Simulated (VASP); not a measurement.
Level of theory: PBE GGA with D3 dispersion (Becke-Johnson damping), VASP's PBE PAW potentials (set 64) (plane waves; VASP).

VASP input:

File POSCAR:
```
CdF2
1
    0.0000000000     2.7265492348     2.7265492348
    2.7265492348     0.0000000000     2.7265492348
    2.7265492348     2.7265492348     0.0000000000
Cd F
1 2
Direct
  0.0000000000   0.0000000000   0.0000000000
  0.2500000000   0.2500000000   0.2500000000
  0.7500000000   0.7500000000   0.7500000000
```

INCAR:
```
SYSTEM = CdF2
PREC = Accurate
ENCUT = 520
EDIFF = 1E-7
NELM = 100
ALGO = Normal
LREAL = .FALSE.
LASPH = .TRUE.
ISMEAR = 0
SIGMA = 0.05
GGA = PE
IVDW = 12
LMAXMIX = 4
LWAVE = .FALSE.
LCHARG = .FALSE.
ISIF = 2
```

**KPOINTS**
```
kpoints
0
G
7 7 7
0 0 0
```

POTCAR, in this order: Cd F (PBE.64 set). Program: vasp_std.

Output of the run:

### OUTCAR
```
 ion  position               nearest neighbor table
   1  0.000  0.000  0.000-   3 2.36   3 2.36   3 2.36   2 2.36   3 2.36   2 2.36   2 2.36   2 2.36
  LATTYP: Found a face centered cubic cell.
 ALAT       =     5.4530984696
 Subroutine PRICEL returns:
 Original cell was already a primitive cell.
 Subroutine GETGRP returns: Found 48 space group operations
The static configuration has the point symmetry O_h .
The dynamic configuration has the point symmetry O_h .
 Subroutine INISYM returns: Found 48 space group operations
 Subroutine IBZKPT returns following result:
 Found     20 irreducible k-points:

 Following reciprocal coordinates:
            Coordinates               Weight
  0.000000  0.000000  0.000000      1.000000
  0.142857  0.000000  0.000000      8.000000
  0.285714  0.000000  0.000000      8.000000
  0.428571  0.000000  0.000000      8.000000
  0.142857  0.142857  0.000000      6.000000
  0.285714  0.142857  0.000000     24.000000
  0.428571  0.142857  0.000000     24.000000
 -0.428571  0.142857  0.000000     24.000000
 -0.285714  0.142857  0.000000     24.000000
 -0.142857  0.142857  0.000000     12.000000
  0.285714  0.285714  0.000000      6.000000
  0.428571  0.285714  0.000000     24.000000
 -0.428571  0.285714  0.000000     24.000000
 -0.285714  0.285714  0.000000     12.000000
  0.428571  0.428571  0.000000      6.000000
 -0.428571  0.428571  0.000000     12.000000
  0.428571  0.285714  0.142857     24.000000
 -0.428571  0.285714  0.142857     48.000000
 -0.428571  0.428571  0.142857     24.000000
 -0.285714  0.428571  0.142857     24.000000
   k-points           NKPTS =     20   k-points in BZ     NKDIM =     20   number of bands    NBANDS=     17
   number of dos      NEDOS =    301   number of ions     NIONS =      3
   total plane-waves  NPLWV =  27000
   dimension x,y,z NGX =    30 NGY =   30 NGZ =   30
   dimension x,y,z NGXF=    60 NGYF=   60 NGZF=   60
   ions per type =               1   2
   PREC   = accura    normal or accurate (medium, high low for compatibility)
   ISTART =      0    job   : 0-new  1-cont  2-samecut
   ICHARG =      2    charge: 1-file 2-atom 10-const
   ISPIN  =      1    spin polarized calculation?
   LNONCOLLINEAR =      F non collinear calculations
   LSORBIT =      F    spin-orbit coupling
   INIWAV =      1    electr: 0-lowe 1-rand  2-diag
   ENCUT  =  520.0 eV  38.22 Ry    6.18 a.u.   7.17  7.17  7.17*2*pi/ulx,y,z
   NELM   =    100;   NELMIN=  2; NELMDL= -5     # of ELM steps
   EDIFF  = 0.1E-06   stopping-criterion for ELM
   LREAL  =      F    real-space projection
   NLSPLINE    = F    spline interpolate recip. space projectors
   LMAXMIX     =    4 max onsite mixed and CHGCAR
   VOSKOWN=      0    Vosko Wilk Nusair interpolation
   EDIFFG = 0.1E-05   stopping-criterion for IOM
   NSW    =      0    number of steps for IOM
   NBLOCK =      1;   KBLOCK =      1    inner block; outer block
   IBRION =     -1    ionic relax: 0-MD 1-quasi-New 2-CG
   NFREE  =      0    steps in history (QN), initial steepest desc. (CG)
   ISIF   =      2    stress and relaxation
   ISYM   =      2    0-nonsym 1-usesym 2-fastsym
   TEIN   =    0.0    initial temperature
   TEBEG  =    0.0;   TEEND  =   0.0 temperature during run
   SMASS  =  -3.00    Nose mass-parameter (am)
   PSTRESS=    0.0 pullay stress
   NELECT =      26.0000    total number of electrons
   EFERMI =   0.00;   METHOD = LEGACY
   ISMEAR =     0;   SIGMA  =   0.05  broadening in eV -4-tet -1-fermi 0-gaus
   IALGO  =     38    algorithm
   LDIAG  =      T    sub-space diagonalisation (order eigenvalues)
   IMIX   =      4    mixing-type and parameters
     AMIX     =   0.40;   BMIX     =  1.00
     AMIX_MAG =   1.60;   BMIX_MAG =  1.00
     AMIN     =   0.10
...
```

**OSZICAR**
```
       N       E                     dE             d eps       ncg     rms          rms(c)
DAV:   1     0.192085424727E+03    0.19209E+03   -0.16123E+04   712   0.156E+03
DAV:   2    -0.407020365036E+01   -0.19616E+03   -0.19154E+03   746   0.377E+02
DAV:   3    -0.126137566261E+02   -0.85436E+01   -0.85225E+01   736   0.868E+01
DAV:   4    -0.126570708613E+02   -0.43314E-01   -0.43307E-01   748   0.631E+00
DAV:   5    -0.126572186545E+02   -0.14779E-03   -0.14779E-03   750   0.339E-01    0.100E+01
DAV:   6    -0.108742283470E+02    0.17830E+01   -0.53793E+00   876   0.451E+01    0.720E+00
DAV:   7    -0.109162571508E+02   -0.42029E-01   -0.89326E-01   683   0.994E+00    0.416E+00
DAV:   8    -0.109077465829E+02    0.85106E-02   -0.17008E-01   742   0.413E+00    0.753E-01
DAV:   9    -0.108981211461E+02    0.96254E-02   -0.43404E-02   825   0.253E+00    0.972E-02
DAV:  10    -0.108986725968E+02   -0.55145E-03   -0.32095E-03   701   0.732E-01    0.121E-01
DAV:  11    -0.108987601409E+02   -0.87544E-04   -0.17792E-04   729   0.169E-01    0.466E-02
DAV:  12    -0.108987934046E+02   -0.33264E-04   -0.83136E-05   698   0.838E-02    0.168E-02
DAV:  13    -0.108987952600E+02   -0.18554E-05   -0.51499E-06   759   0.206E-02    0.583E-03
DAV:  14    -0.108987951886E+02    0.71427E-07   -0.13177E-06   702   0.179E-02    0.149E-03
DAV:  15    -0.108987952398E+02   -0.51200E-07   -0.74195E-08   552   0.387E-03
   1 F= -.11383072E+02 E0= -.11383072E+02  d E =-.907179E-11
```

File OUTCAR:
```
------------------------ aborting loop because EDIFF is reached ----------------------------------------
 Edisp (eV)   -0.48428
  FORCE on cell =-STRESS in cart. coord.  units (eV):
  Direction    XX          YY          ZZ          XY          YZ          ZX
  --------------------------------------------------------------------------------------
  Total       0.03945     0.03945     0.03945    -0.00000     0.00000    -0.00000
  in kB       1.55911     1.55911     1.55911    -0.00000     0.00000    -0.00000
  external pressure =        1.56 kB  Pullay stress =        0.00 kB
  volume of cell :       40.54
      direct lattice vectors                 reciprocal lattice vectors
     0.000000000  2.726549235  2.726549235    -0.183381981  0.183381981  0.183381981
     2.726549235  0.000000000  2.726549235     0.183381981 -0.183381981  0.183381981
     2.726549235  2.726549235  0.000000000     0.183381981  0.183381981 -0.183381981
 POSITION                                       TOTAL-FORCE (eV/Angst)
 -----------------------------------------------------------------------------------
      0.00000      0.00000      0.00000         0.000000     -0.000000     -0.000000
      1.36327      1.36327      1.36327        -0.000000     -0.000000     -0.000000
      4.08982      4.08982      4.08982         0.000000      0.000000      0.000000
 -----------------------------------------------------------------------------------
    total drift:                                0.000000     -0.000000      0.000000
  FREE ENERGIE OF THE ION-ELECTRON SYSTEM (eV)
  ---------------------------------------------------
  free  energy   TOTEN  =       -11.3830722126 eV

  energy  without entropy=      -11.3830722126  energy(sigma->0) =      -11.38307221
```
(Selected blocks of OUTCAR.)

The compound is CdF2 in the fluorite structure. It was relaxed first.
